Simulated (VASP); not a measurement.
Here is the system:

```
CELL_PARAMETERS angstrom
      4.30669     0.00000     0.00000
      0.00000     4.30669     0.00000
      0.00000     0.00000     4.30669
ATOMIC_POSITIONS crystal
  Ba 0.00000 0.00000 0.00000
  Zr 0.50000 0.50000 0.50000
  O  0.50000 0.00000 0.50000
  O  0.00000 0.50000 0.50000
  O  0.50000 0.50000 0.00000
```

The numbers are results of optB88-vdW, VASP's PBE PAW potentials (set 64) (plane waves; VASP), not measurements. Run with 520 eV cut-off, 5×5×5 Γ-centred mesh, Gaussian smearing of 0.050 eV, potentials Ba_sv Zr_sv O.

Estimate the energy per atom (σ→0), pressure.

```yaml
energy per atom (σ→0): -6.565 eV/atom
pressure: -80.4 kbar
```

The absolute energy has meaning only against runs of the same code, potentials and settings.

The compound is BaZrO3 in the cubic perovskite structure. This cell is one point of a volume scan, at 1.06 of the reference volume.
